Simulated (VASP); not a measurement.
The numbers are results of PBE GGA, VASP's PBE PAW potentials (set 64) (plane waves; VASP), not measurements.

The input files of a VASP run:

**INCAR**
```
SYSTEM = InSe
PREC = Accurate
ENCUT = 400
EDIFF = 1E-6
NELM = 100
ALGO = Normal
LREAL = .FALSE.
LASPH = .TRUE.
ISMEAR = 0
SIGMA = 0.05
GGA = PE
LMAXMIX = 4
LWAVE = .TRUE.
LCHARG = .FALSE.
```

KPOINTS:
```
Automatic mesh
0
Gamma
6 6 1
0 0 0
```

### POSCAR
```
InSe
1
    4.0895520766     0.0000000000     0.0000000000
   -2.0447760383     3.5416558781     0.0000000000
    0.0000000000     0.0000000000    18.1108087557
In Se
4 4
Direct
  0.3333330000   0.6666670000   0.1719501717
  0.6666670000   0.3333330000   0.6719501717
  0.6666670000   0.3333330000   0.8280498283
  0.3333330000   0.6666670000   0.3280498283
  0.3333330000   0.6666670000   0.6015990559
  0.6666670000   0.3333330000   0.1015990559
  0.6666670000   0.3333330000   0.3984009441
  0.3333330000   0.6666670000   0.8984009441
```

POTCAR, in this order: In_d Se (PBE.64 set). Program: vasp_std.

What VASP printed:

OSZICAR:
```
       N       E                     dE             d eps       ncg     rms          rms(c)
DAV:   1     0.702072012875E+03    0.70207E+03   -0.29985E+04   630   0.152E+03
DAV:   2     0.712051859076E+02   -0.63087E+03   -0.61624E+03   667   0.412E+02
DAV:   3    -0.232494962529E+02   -0.94455E+02   -0.92603E+02   778   0.182E+02
DAV:   4    -0.291066824005E+02   -0.58572E+01   -0.58100E+01   735   0.458E+01
DAV:   5    -0.293575225735E+02   -0.25084E+00   -0.25069E+00   815   0.904E+00    0.962E+00
DAV:   6    -0.284355457253E+02    0.92198E+00   -0.19436E+00   813   0.169E+01    0.530E+00
DAV:   7    -0.284252999969E+02    0.10246E-01   -0.99033E-01   908   0.516E+00    0.157E+00
DAV:   8    -0.284211383949E+02    0.41616E-02   -0.89534E-02   903   0.281E+00    0.896E-01
DAV:   9    -0.284242720793E+02   -0.31337E-02   -0.16645E-02   709   0.556E-01    0.260E-01
DAV:  10    -0.284244720411E+02   -0.19996E-03   -0.16526E-03   983   0.367E-01    0.166E-01
DAV:  11    -0.284248785614E+02   -0.40652E-03   -0.10057E-03   714   0.157E-01    0.399E-02
DAV:  12    -0.284248750207E+02    0.35407E-05   -0.54831E-05  1004   0.419E-02    0.260E-02
DAV:  13    -0.284248861017E+02   -0.11081E-04   -0.13102E-05   580   0.186E-02    0.785E-03
DAV:  14    -0.284248891479E+02   -0.30462E-05   -0.31384E-06   546   0.147E-02    0.230E-03
DAV:  15    -0.284248894473E+02   -0.29936E-06   -0.92810E-07   468   0.736E-03
   1 F= -.28424889E+02 E0= -.28424889E+02  d E =-.241046E-14
```

File OUTCAR:
```
------------------------ aborting loop because EDIFF is reached ----------------------------------------
  FORCE on cell =-STRESS in cart. coord.  units (eV):
  Direction    XX          YY          ZZ          XY          YZ          ZX
  --------------------------------------------------------------------------------------
  Total       -0.0298191     -0.0298191      0.0656802      0.0000000      0.0000000     -0.0000000
  in kB       -0.1821314     -0.1821314      0.4011666      0.0000000      0.0000000     -0.0000000
  external PRESSURE =       0.0123013 kB  Pullay stress =       0.0000000 kB
  volume of cell :      262.31
      direct lattice vectors                 reciprocal lattice vectors
     4.089552077  0.000000000  0.000000000     0.244525557  0.141176901  0.000000000
    -2.044776038  3.541655878  0.000000000     0.000000000  0.282353801  0.000000000
     0.000000000  0.000000000 18.110808756     0.000000000  0.000000000  0.055215646
 POSITION                                       TOTAL-FORCE (eV/Angst)
 -----------------------------------------------------------------------------------
     -0.00000      2.36111      3.11416        -0.000000      0.000000      0.010451
      2.04478      1.18055     12.16956         0.000000     -0.000000      0.010451
      2.04478      1.18055     14.99665         0.000000     -0.000000     -0.010451
     -0.00000      2.36111      5.94125        -0.000000      0.000000     -0.010451
     -0.00000      2.36111     10.89545        -0.000000      0.000000      0.017450
      2.04478      1.18055      1.84004         0.000000      0.000000      0.017450
      2.04478      1.18055      7.21536         0.000000     -0.000000     -0.017450
     -0.00000      2.36111     16.27077        -0.000000      0.000000     -0.017450
 -----------------------------------------------------------------------------------
    total drift:                               -0.000803      0.000181      0.000014
  FREE ENERGIE OF THE ION-ELECTRON SYSTEM (eV)
  ---------------------------------------------------
  free  energy   TOTEN  =       -28.4248894473 eV

  energy  without entropy=      -28.4248894473  energy(sigma->0) =      -28.42488945
```
(Selected blocks of OUTCAR.)

OUTCAR:
```
 val. band max:        2.8359660263   @ k =   0.0000   0.0000   0.0000

 cond. band min:       3.4322412930   @ k =   0.0000   0.0000   0.0000


 Fermi energy:         3.0933924283

 k-point     1 :       0.0000    0.0000    0.0000
  band No.  band energies     occupation
      1     -11.6488      2.00000
      2     -11.6487      2.00000
      3     -11.4792      2.00000
      4     -11.4792      2.00000
      5     -11.4791      2.00000
      6     -11.4791      2.00000
      7     -11.4048      2.00000
      8     -11.4048      2.00000
      9     -11.4047      2.00000
     10     -11.4047      2.00000
     11     -11.3965      2.00000
     12     -11.3965      2.00000
     13     -11.3965      2.00000
     14     -11.3965      2.00000
     15     -11.2341      2.00000
     16     -11.2341      2.00000
     17     -11.2340      2.00000
     18     -11.2340      2.00000
     19     -11.2001      2.00000
     20     -11.1991      2.00000
     21     -10.1081      2.00000
     22     -10.0270      2.00000
     23      -9.9916      2.00000
     24      -9.9065      2.00000
     25      -2.9254      2.00000
     26      -2.7846      2.00000
     27      -0.8322      2.00000
     28      -0.4084      2.00000
     29       1.7671      2.00000
     30       1.7671      2.00000
     31       1.8258      2.00000
     32       1.8258      2.00000
     33       1.8384      2.00000
     34       1.8384      2.00000
     35       1.8869      2.00000
     36       1.8987      2.00000
     37       1.8987      2.00000
     38       2.8360      2.00000
     39       3.4322      0.00000
     40       4.2649      0.00000
     41       5.0059      0.00000
     42       5.0316      0.00000
     43       7.2333      0.00000
     44       7.2370      0.00000
     45       7.2829      0.00000

 k-point     2 :       0.1667    0.0000    0.0000
  band No.  band energies     occupation
      1     -11.6502      2.00000
      2     -11.6501      2.00000
      3     -11.5452      2.00000
...
```

Without a dispersion term in the relaxation, distances and binding between the weakly bound layers, chains or molecules are unreliable, and so is what depends on them. Unless said otherwise, spin-orbit coupling is left out, though it shifts the bands of the heavy elements here.

The structure was generated: InSe was put into the beta-GaS type (P6_3/mmc), a phase also known from measurement. It was relaxed first, which changed the volume by -7 %.
